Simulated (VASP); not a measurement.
Given:

```
CELL_PARAMETERS angstrom
      0.00000     1.94232     1.94232
      1.94232     0.00000     1.94232
      1.94232     1.94232     0.00000
ATOMIC_POSITIONS crystal
  Ir 0.00000 0.00000 0.00000
```

Calculation: PW91 GGA, VASP's PBE PAW potentials (set 64) (plane waves; VASP). Settings: 520 eV cut-off, Gaussian smearing of 0.050 eV, potentials Ir.

Unless said otherwise, spin-orbit coupling is left out, though it shifts the bands of the heavy elements here.

Predict the band gap (along the path) with the smallest direct gap where there is one.

The band gap (along the path) is none (metal, semimetal or under 0.01 eV).

The compound is Ir in the fcc structure. It was relaxed first.
